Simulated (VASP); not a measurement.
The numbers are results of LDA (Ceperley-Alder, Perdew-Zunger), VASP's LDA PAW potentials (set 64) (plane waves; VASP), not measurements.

Input for VASP

File POSCAR:
```
MoSi2
1
   -1.5462134886     1.5462134886     3.8103529487
    1.5462134886    -1.5462134886     3.8103529487
    1.5462134886     1.5462134886    -3.8103529487
Si Mo
2 1
Direct
  0.6658599990   0.6658599990   0.0000000000
  0.3341400010   0.3341400010   0.0000000000
  0.0000000000   0.0000000000   0.0000000000
```

### KPOINTS
```
Automatic mesh
0
Gamma
14 14 14
0 0 0
```

INCAR:
```
SYSTEM = MoSi2
PREC = Accurate
ENCUT = 500
EDIFF = 1E-6
NELM = 100
ALGO = Normal
LREAL = .FALSE.
LASPH = .TRUE.
ISMEAR = 1
SIGMA = 0.1
LMAXMIX = 4
LWAVE = .FALSE.
LCHARG = .FALSE.
IBRION = 2
ISIF = 3
NSW = 40
EDIFFG = -0.02
PSTRESS = 300
```

POTCAR, in this order: Si Mo_sv (LDA.64 set). Program: vasp_std.

Output

File OSZICAR:
```
       N       E                     dE             d eps       ncg     rms          rms(c)
DAV:   1     0.129811157673E+03    0.12981E+03   -0.11350E+04  7320   0.137E+03
DAV:   2    -0.229762251105E+02   -0.15279E+03   -0.15075E+03  8622   0.354E+02
DAV:   3    -0.264935166112E+02   -0.35173E+01   -0.34679E+01  9714   0.483E+01
DAV:   4    -0.265107564373E+02   -0.17240E-01   -0.17238E-01  8342   0.394E+00
DAV:   5    -0.265108901374E+02   -0.13370E-03   -0.13370E-03  9784   0.339E-01    0.278E+01
DAV:   6    -0.257869323490E+02    0.72396E+00   -0.54902E+00  8748   0.184E+01    0.667E+00
DAV:   7    -0.256860931800E+02    0.10084E+00   -0.67565E-01  8517   0.604E+00    0.566E+00
DAV:   8    -0.256521803970E+02    0.33913E-01   -0.91658E-02  8930   0.268E+00    0.371E-01
DAV:   9    -0.256514788883E+02    0.70151E-03   -0.19101E-03  8951   0.387E-01    0.192E-01
DAV:  10    -0.256513825305E+02    0.96358E-04   -0.43963E-04  8888   0.203E-01    0.604E-02
DAV:  11    -0.256513757860E+02    0.67445E-05   -0.67768E-05  9049   0.708E-02    0.139E-02
DAV:  12    -0.256513750679E+02    0.71812E-06   -0.52137E-06  8063   0.166E-02
   1 F= -.18828384E+02 E0= -.18828378E+02  d E =-.188284E+02
       N       E                     dE             d eps       ncg     rms          rms(c)
DAV:   1    -0.275206951851E+02   -0.18693E+01   -0.70113E+01  8174   0.101E+02    0.336E+01
DAV:   2    -0.248326929879E+02    0.26880E+01   -0.14874E+01  8069   0.381E+01    0.496E+00
DAV:   3    -0.247096940257E+02    0.12300E+00   -0.43232E-01  7831   0.523E+00    0.266E+00
DAV:   4    -0.246802302114E+02    0.29464E-01   -0.13771E-01  8678   0.388E+00    0.270E+00
DAV:   5    -0.246829949628E+02   -0.27648E-02   -0.46821E-03  8790   0.593E-01    0.984E-01
DAV:   6    -0.246832585354E+02   -0.26357E-03   -0.32502E-03  7999   0.492E-01    0.702E-02
DAV:   7    -0.246832403933E+02    0.18142E-04   -0.84641E-05  9364   0.784E-02    0.312E-02
DAV:   8    -0.246832395714E+02    0.82197E-06   -0.28737E-06  8785   0.120E-02
   2 F= -.18586975E+02 E0= -.18587011E+02  d E =0.241409E+00
       N       E                     dE             d eps       ncg     rms          rms(c)
DAV:   1    -0.272428765102E+02   -0.25596E+01   -0.40374E+01  8272   0.777E+01    0.181E+01
DAV:   2    -0.257158010435E+02    0.15271E+01   -0.16141E+01  8287   0.351E+01    0.330E+00
DAV:   3    -0.254989836309E+02    0.21682E+00   -0.11374E+00  7901   0.731E+00    0.138E+00
DAV:   4    -0.254880640412E+02    0.10920E-01   -0.12796E-01  8510   0.278E+00    0.484E-01
DAV:   5    -0.254879678392E+02    0.96202E-04   -0.13744E-02  8846   0.927E-01    0.637E-01
DAV:   6    -0.254889590628E+02   -0.99122E-03   -0.31113E-03  7719   0.374E-01    0.991E-02
DAV:   7    -0.254889125883E+02    0.46475E-04   -0.22122E-04  8839   0.138E-01    0.342E-02
DAV:   8    -0.254889117048E+02    0.88350E-06   -0.14903E-05  8944   0.272E-02    0.833E-03
DAV:   9    -0.254889117564E+02   -0.51621E-07   -0.58879E-07  4469   0.589E-03
   3 F= -.18863340E+02 E0= -.18863350E+02  d E =-.349555E-01
       N       E                     dE             d eps       ncg     rms          rms(c)
DAV:   1    -0.254832115786E+02    0.57001E-02   -0.46209E-03  8321   0.819E-01    0.227E-01
DAV:   2    -0.254830339283E+02    0.17765E-03   -0.14682E-03  8391   0.342E-01    0.422E-02
DAV:   3    -0.254830176580E+02    0.16270E-04   -0.79383E-05  7936   0.607E-02    0.134E-02
DAV:   4    -0.254830158326E+02    0.18254E-05   -0.98166E-06  8335   0.303E-02    0.133E-02
DAV:   5    -0.254830160745E+02   -0.24184E-06   -0.64620E-07  3884   0.791E-03
   4 F= -.18863376E+02 E0= -.18863386E+02  d E =-.349914E-01
       N       E                     dE             d eps       ncg     rms          rms(c)
DAV:   1    -0.254790698179E+02    0.39460E-02   -0.21491E-03  8279   0.558E-01    0.155E-01
DAV:   2    -0.254789878843E+02    0.81934E-04   -0.67598E-04  8349   0.232E-01    0.284E-02
DAV:   3    -0.254789804394E+02    0.74449E-05   -0.36265E-05  7964   0.410E-02    0.896E-03
DAV:   4    -0.254789796111E+02    0.82832E-06   -0.44665E-06  7824   0.204E-02
   5 F= -.18863364E+02 E0= -.18863375E+02  d E =-.349802E-01
       N       E                     dE             d eps       ncg     rms          rms(c)
DAV:   1    -0.254771980365E+02    0.17824E-02   -0.64346E-02  7944   0.262E+00    0.243E-01
DAV:   2    -0.254759672088E+02    0.12308E-02   -0.21535E-03  9077   0.436E-01    0.115E-01
DAV:   3    -0.254756250135E+02    0.34220E-03   -0.86576E-04  9063   0.254E-01    0.389E-02
DAV:   4    -0.254756209685E+02    0.40450E-05   -0.40848E-05  7915   0.541E-02    0.211E-02
DAV:   5    -0.254756205567E+02    0.41183E-06   -0.15250E-06  7460   0.986E-03
   6 F= -.18863727E+02 E0= -.18863729E+02  d E =-.362070E-03
       N       E                     dE             d eps       ncg     rms          rms(c)
DAV:   1    -0.254768509960E+02   -0.12300E-02   -0.50432E-03  7902   0.733E-01    0.695E-02
DAV:   2    -0.254767550247E+02    0.95971E-04   -0.16945E-04  9098   0.123E-01    0.320E-02
DAV:   3    -0.254767283450E+02    0.26680E-04   -0.65338E-05  9049   0.691E-02    0.100E-02
DAV:   4    -0.254767279402E+02    0.40479E-06   -0.32466E-06  7690   0.154E-02
   7 F= -.18863790E+02 E0= -.18863796E+02  d E =-.425808E-03
```

File OUTCAR:
```
------------------------ aborting loop because EDIFF is reached ----------------------------------------
  FORCE on cell =-STRESS in cart. coord.  units (eV):
  Direction    XX          YY          ZZ          XY          YZ          ZX
  --------------------------------------------------------------------------------------
  Total        6.6697546      6.6697546      6.6275610      0.0000000     -0.0000000      0.0000000
  in kB      302.5775327    302.5775327    300.6633971      0.0000000     -0.0000000      0.0000000
  external PRESSURE =       1.9394875 kB  Pullay stress =     300.0000000 kB
  volume of cell :       35.32
      direct lattice vectors                 reciprocal lattice vectors
    -1.528912061  1.528912061  3.777102349     0.000000000  0.327029927  0.132376609
     1.528912061 -1.528912061  3.777102349     0.327029927  0.000000000  0.132376609
     1.528912061  1.528912061 -3.777102349     0.327029927  0.327029927  0.000000000
 POSITION                                       TOTAL-FORCE (eV/Angst)
 -----------------------------------------------------------------------------------
      0.00000      0.00000      5.03260         0.000000      0.000000      0.017004
      0.00000      0.00000      2.52161        -0.000000     -0.000000     -0.017004
      0.00000      0.00000      0.00000         0.000000      0.000000     -0.000000
 -----------------------------------------------------------------------------------
    total drift:                                0.000000     -0.000000      0.000000
  FREE ENERGIE OF THE ION-ELECTRON SYSTEM (eV)
  ---------------------------------------------------
  free  energy   TOTEN  =       -25.4767279402 eV

  energy  without entropy=      -25.4767438309  energy(sigma->0) =      -25.47673324
  enthalpy is  TOTEN    =       -18.8637902547 eV   P V=        6.6129376855

 reached required accuracy - stopping structural energy minimisation
```
(Selected blocks of OUTCAR.)

File CONTCAR:
```
MoSi2
   1.00000000000000
    -1.5289120612564560    1.5289120612564560    3.7771023493993958
     1.5289120612564560   -1.5289120612564560    3.7771023493993958
     1.5289120612564560    1.5289120612564560   -3.7771023493993958
  Si              Mo
     2     1
Direct
     0.6661981385953633    0.6661981385953633    0.0000000000000000
     0.3338018614046367    0.3338018614046367    0.0000000000000000
     0.0000000000000000    0.0000000000000000    0.0000000000000000
```

Energy and stress use the plane-wave basis of the starting cell.

The compound is MoSi2 in the MoSi2 type structure. This run relaxes it under an external pressure of 30 GPa. Symmetry was kept, so distortions that lower it aren't found.
